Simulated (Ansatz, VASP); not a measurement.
YbRu and spin-orbit coupling, program beside program

Symmetry: Fm-3m, No. 225, cubic system. Conventional cell: a = 5.549 Å, b = 5.549 Å, c = 5.549 Å, α = 90.00°, β = 90.00°, γ = 90.00°. Yb (site symmetry m-3m) has 6 Ru at 2.77 Å as nearest neighbours. Ru (site symmetry m-3m) is surrounded by 6 Yb at 2.77 Å.

The cell comes from a database or a generator and needn't be the stable form of this composition.

Kept alike: task band structure; functional PBE; k mesh 6 × 6 × 6; occupations fermi-dirac, width 0.05 eV. The mesh is that of the run's cell of 2 atoms.

- A: Ansatz, Ansatz PAW, cutoff 420 eV
- B: VASP, PBE PAW files Ru_pv, Yb, 520 eV

```csv
spin-orbit coupling,A: pressure (GPa),B: pressure (GPa)
off,0.59,0.64
on,0.17,0.66
```

Pressure is positive in compression; plane-wave values hold the error of the finite cutoff, which Ansatz corrects. Magnetic runs hold the state that their start led to.

Q: How large is the effect of spin-orbit coupling, and do the programs agree on it?

A: From off to on the pressure moves by -0.42 in A, +0.02 in B (GPa). Row by row the programs differ by 0.05 to 0.49, and they don't agree on the direction.
